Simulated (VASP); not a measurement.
Consider the following.

```
CELL_PARAMETERS angstrom
      0.00000     2.94558     2.94558
      2.94558     0.00000     2.94558
     11.78391    11.78391    -0.00159
ATOMIC_POSITIONS crystal
  Ga 0.02035 0.02035 0.98474
  Ga 0.00108 0.00108 0.24919
  Ga 0.98011 0.98011 0.51492
  Ga 0.99950 0.99950 0.75037
  Sb 0.25857 0.25857 0.05608
  Sb 0.23978 0.23978 0.32017
  As 0.24071 0.24071 0.56947
  As 0.25991 0.25991 0.80507
```

Method: PBEsol GGA, VASP's PBE PAW potentials (set 64) (plane waves; VASP). Numerical set-up: 400 eV cut-off, Gaussian smearing of 0.050 eV, potentials Ga_d Sb As.

Q: Give the energies of bands 28 to 41 at the high-symmetry points, in eV from the Fermi level.

A: 
```
band      Γ      T     H2      L     S0      F
----  -----  -----  -----  -----  -----  -----
28    -1.72  -2.26  -6.58  -6.48  -6.58  -6.40
29    -1.72  -1.71  -4.21  -3.33  -4.21  -3.46
30    -1.19  -1.71  -4.09  -3.29  -4.08  -3.45
31    -1.19  -1.23  -3.89  -3.03  -3.91  -3.06
32    -0.59  -1.23  -3.71  -2.53  -3.70  -2.86
33    -0.59  -0.49  -2.63  -2.51  -2.67  -2.36
34    -0.53  -0.49  -2.52  -2.42  -2.46  -2.07
35    -0.32  -0.12  -2.35  -1.80  -2.40  -1.41
36    -0.10  -0.02  -2.20  -1.40  -2.16  -1.25
37     0.06  -0.02   1.70   0.84   1.56   0.32
38     0.06   0.27   1.73   1.14   2.06   0.84
39     1.27   1.30   2.43   1.43   2.08   0.93
40     1.38   1.69   2.67   1.61   2.87   1.59
41     2.94   3.08   3.87   1.89   3.60   1.71
```

It has no gap at this level: it comes out as a metal or semimetal.

The structure was generated: Ga4As2Sb2 was put into an ordered model structure (R3m), which need not be its known phase. It was relaxed first.
